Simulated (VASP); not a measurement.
# B6As with r2SCAN: from relaxation to properties, part 6 of 6

Wanted: the relaxed cell of B6As and its properties. The start is a computed cell from the Materials Project.

VASP 6.6.1; r2SCAN; plane waves and PAW (B, As).

Still holding for the runs below: Spin-orbit coupling is off here; it would split degenerate levels, and where the valence top consists of them it lifts As p states by about 0.1 eV.

So far. Step 12 (Volume scan with r2SCAN (run 7)): The pressure falls from -7.38 to -10.60 GPa. The parabola predicted -10.54 GPa, +0.06 GPa off. Step 14 (Fit for r2SCAN): The fit over cells of fixed shape and fractional positions puts the volume +0.03 % from the relaxed one. The atoms bear forces along the scan, since they were held; freeing them would lower the modulus. The relaxed cell has a = 6.136, c = 11.899 Å (conventional setting).

**15. Independent-particle dielectric function (r2SCAN)**

This step: r2SCAN; plane waves and PAW (B, As) (VASP 6.6.1).

LOPTICS sums transitions from filled to empty bands. The mesh is finer than in the run before. NBANDS is raised for it.

INCAR reads:

```
SYSTEM = B6As
PREC = Accurate
ENCUT = 420
EDIFF = 1E-06
NELM = 100
ISMEAR = 0
SIGMA = 0.05
LREAL = .FALSE.
ALGO = Normal
METAGGA = R2SCAN
LASPH = .TRUE.
NBANDS = 135
LORBIT = 11
LWAVE = .FALSE.
LCHARG = .FALSE.
KPAR = 8
LOPTICS = .TRUE.
NEDOS = 1500
CSHIFT = 0.1
```

POSCAR reads:

```
B6As
1.0
    3.0681974718      1.7714246363      3.9662570784
   -3.0681974718      1.7714246363      3.9662570784
    0.0000000000     -3.5428492726      3.9662570784
B As
12 2
Direct
    0.0151726854      0.0151726854      0.3249499672
    0.0151726854      0.3249499672      0.0151726854
    0.8217650318      0.2726610933      0.8217650318
    0.8217650318      0.8217650318      0.2726610933
    0.2726610933      0.8217650318      0.8217650318
    0.7273389067      0.1782349682      0.1782349682
    0.1782349682      0.7273389067      0.1782349682
    0.1782349682      0.1782349682      0.7273389067
    0.9848273146      0.6750500328      0.9848273146
    0.9848273146      0.9848273146      0.6750500328
    0.6750500328      0.9848273146      0.9848273146
    0.3249499672      0.0151726854      0.0151726854
    0.6004097805      0.6004097805      0.6004097805
    0.3995902195      0.3995902195      0.3995902195
```

KPOINTS reads:

```
Automatic mesh
0
Gamma
8 8 8
0 0 0
```

Potentials, in the order of the species: B and As (PBE family, release 64).

Launch:

```
$ mpirun -np 8 vasp_std
```

Output:

```text
[... set-up lines as in an earlier step ...]
 entering main loop
       N       E                     dE             d eps       ncg     rms          rms(c)
DAV:   1     0.921961478418E+02    0.92196E+02   -0.13263E+04 17550   0.267E+02
DAV:   2    -0.126347445628E+03   -0.21854E+03   -0.20391E+03 20928   0.947E+01
DAV:   3    -0.133647985203E+03   -0.73005E+01   -0.71942E+01 20620   0.150E+01
DAV:   4    -0.133663647930E+03   -0.15663E-01   -0.15660E-01 20260   0.634E-01
DAV:   5    -0.133663656728E+03   -0.87983E-05   -0.87982E-05 20166   0.176E-02    0.130E+01
DAV:   6    -0.121018654218E+03    0.12645E+02   -0.47867E-01 19700   0.400E+00    0.735E+00
DAV:   7    -0.120476514714E+03    0.54214E+00   -0.54824E-01 20252   0.222E+00    0.288E+00
DAV:   8    -0.120457297559E+03    0.19217E-01   -0.23599E-01 19892   0.860E-01    0.744E-01
DAV:   9    -0.120458141661E+03   -0.84410E-03   -0.48756E-03 20332   0.128E-01    0.389E-01
DAV:  10    -0.120459084938E+03   -0.94328E-03   -0.94286E-04 19260   0.618E-02    0.583E-02
DAV:  11    -0.120459125581E+03   -0.40643E-04   -0.43585E-05 19748   0.134E-02    0.149E-02
DAV:  12    -0.120459127528E+03   -0.19471E-05   -0.54398E-06 19428   0.513E-03    0.888E-03
DAV:  13    -0.120459128694E+03   -0.11658E-05   -0.19917E-07 13516   0.969E-04    0.739E-04
DAV:  14    -0.120459128869E+03   -0.17554E-06   -0.21165E-08 10316   0.294E-04
   1 F= -.12045913E+03 E0= -.12045913E+03  d E =-.356113E-12
 optical routines
 imaginary and real dielectric function
 direction            1
 direction            2
 direction            3
```

Elapsed: 4.5 min, on 8 MPI ranks of AMD EPYC 9R45, shared host; peak memory 6.8 GiB; 36 min of CPU time.

Parts of OUTCAR (step 15):

```text
   k-points           NKPTS =     65   k-points in BZ     NKDIM =     65   number of bands    NBANDS=    135

   NELECT =      46.0000    total number of electrons

 E-fermi :   4.6010

 k-point     2 :       0.1250   -0.0000    0.0000
  band No.  band energies     occupation
    ...
     19       3.3471      2.00000
     20       3.9208      2.00000
     21       4.0645      2.00000
     22       4.0856      2.00000
     23       4.3117      2.00000
     24       8.9722      0.00000
     25       9.3612      0.00000
     26       9.6367      0.00000
     27       9.8334      0.00000
     28      10.6631      0.00000
    ...

  Total       -0.0015704     -0.0015704      0.0548002      0.0000000     -0.0000000      0.0000000
  in kB       -0.0194531     -0.0194531      0.6788195      0.0000000     -0.0000000      0.0000000
  external PRESSURE =       0.2133044 kB  Pullay stress =       0.0000000 kB

 POSITION                                       TOTAL-FORCE (eV/Angst)
 -----------------------------------------------------------------------------------
      0.00000     -1.09749      1.40919         0.000000     -0.001288     -0.002114
     -0.95046      0.54875      1.40919        -0.001116      0.000644     -0.002114
      1.68476     -0.97270      7.60011         0.000707     -0.000408      0.000846
      0.00000      1.94539      7.60011         0.000000      0.000816      0.000846
     -1.68476     -0.97270      7.60011        -0.000707     -0.000408      0.000846
      1.68476      0.97270      4.29866         0.000707      0.000408     -0.000846
     -1.68476      0.97270      4.29866        -0.000707      0.000408     -0.000846
      0.00000     -1.94539      4.29866         0.000000     -0.000816     -0.000846
      0.95046     -0.54875     10.48958         0.001116     -0.000644      0.002114
      0.00000      1.09749     10.48958         0.000000      0.001288      0.002114
     -0.95046     -0.54875     10.48958        -0.001116     -0.000644      0.002114
      0.95046      0.54875      1.40919         0.001116      0.000644     -0.002114
      0.00000      0.00000      7.14414         0.000000     -0.000000      0.005733
      0.00000      0.00000      4.75463         0.000000      0.000000     -0.005733
 -----------------------------------------------------------------------------------
    total drift:                                0.000000      0.000000     -0.000000

  FREE ENERGIE OF THE ION-ELECTRON SYSTEM (eV)
  ---------------------------------------------------
  free  energy   TOTEN  =      -120.4591288693 eV

  energy  without entropy=     -120.4591288693  energy(sigma->0) =     -120.45912887

 plasma frequency squared (from intraband transitions) (eV^2)
  --------------------------------------------------------------------------------------
       0.000       0.000      -0.000
       0.000       0.000       0.000
      -0.000       0.000       0.000

[... 9 parts as in an earlier step ...]

[... 7 further parts left out ...]
```

These are independent-particle spectra without excitons or local fields. Their onset and peaks carry the functional's gap error, and fine structure and low peaks depend on the mesh and on CSHIFT.

This step gave:

```yaml
bands: 135
irreducible_k_points: 65
free_energy_toten: -120.4591 eV
fermi_energy: 4.601 eV
pressure: 0.02133 GPa
conduction_bottom_at_k: 0.5, 0, 0
gap_on_the_k_mesh: 2.879 eV
least_direct_gap_on_the_k_mesh: 2.966 eV
```

The imaginary dielectric function has structure finer than the step of the table below, so its rows give means over 1 eV, whole bins alone (the curve runs from 0 to 25.0 eV). Peaks (eV: height): xx 6.7: 17.2; zz 5.2: 13.4, 6.3: 15.4, 6.9: 14.3.

Table of imaginary dielectric function by photon energy; means over each step:

```
photon energy (eV)      xx      zz
                 1  0.0284  0.0368
                 2  0.0677  0.0929
                 3   0.152   0.267
                 4   0.803    2.73
                 5    5.71    10.4
                 6    12.1    13.2
                 7    16.0    13.2
                 8    12.6    9.65
                 9    9.32    6.69
                10    6.32    6.30
                11    4.14    4.73
                12    2.83    3.42
                13    1.80    1.97
                14    1.50    1.56
                15    1.18    1.25
                16   0.974    1.13
                17   0.797    1.12
                18   0.675   0.816
                19   0.573   0.560
                20   0.495   0.474
                21   0.367   0.391
                22   0.300   0.297
                23   0.261   0.250
                24   0.214   0.242
```

Table of real dielectric function by photon energy:

```csv
photon energy (eV),xx,zz
0,7.54,8.00
1,7.67,8.18
2,8.13,8.78
3,9.11,10.2
4,11.5,14.4
5,15.1,14.6
6,13.0,8.59
7,4.35,1.48
8,-1.15,-2.35
9,-2.81,-1.36
10,-4.55,-1.88
11,-3.74,-2.67
12,-3.22,-3.15
13,-2.32,-2.47
14,-1.84,-1.73
15,-1.47,-1.31
16,-1.12,-0.838
17,-0.908,-0.845
18,-0.697,-0.941
19,-0.532,-0.626
20,-0.421,-0.423
21,-0.301,-0.334
22,-0.132,-0.150
23,-0.0527,-0.0320
24,0.0619,0.0659
```

The mean of ε2 over directions passes 5 % of its top at 3.90 eV, against a least direct gap of 2.97 eV on this mesh, so the first direct transitions are weak, forbidden or few.

**16. Results**

```yaml
relaxed_volume: 9.239 Å³/atom
relaxed_conventional_cell_a_b_c: 6.136, 6.136, 11.899 Å; angles 90.0, 90.0, 120.0°
space_group_after_relaxing_within_0p02_a: R-3m (No. 166)
band_gap: 2.88 eV, indirect (least direct gap of that run 2.97 eV)
gap_among_the_points_of_the_dos_mesh_alone_an_upper_bound: 2.88 eV
bulk_modulus_from_the_fit: 203 GPa
volume_from_the_fit: 9.24 Å³/atom
strongest_peak_of_eps_2_mean_over_directions: 6.82 eV
eps_1_at_zero_frequency_no_local_fields_mean: 7.69
```

In words: With r2SCAN, B6As relaxes to 9.239 Å³/atom in space group R-3m (held by the symmetry of the run), has an indirect gap of 2.88 eV and has a bulk modulus of 203 GPa at fixed shape and positions, an upper bound. Band structure (r2SCAN): The path shows an indirect gap of 2.88 eV (valence top at Z, conduction bottom at L). The least direct gap is 2.97 eV. Semilocal functionals usually underestimate gaps. Spin-orbit coupling is left out; it would split some degenerate bands. No search among competing phases was made, and a listed structure need not be the one stable at ambient conditions. All values are for a static lattice at zero temperature.

[Lines on the potential files, build, host, timing and source positions are cut from VASP's logs without a mark.]

[Logs are printed without paths, hosts, clocks, repeated set-up lines and the standing remarks that a program may print on its own settings, such as how far it seeks lower states.]

[Hosts, paths, dates, database ids (printed as entryN), source tags and the programs' standing remarks are cut or masked in the printed files.]

[A measured line is paired with the nearest computed mode of its activity, which favours agreement.]

[In band tables of VASP the shares of atoms and orbitals are scaled to a sum of 1 inside the atoms' spheres.]
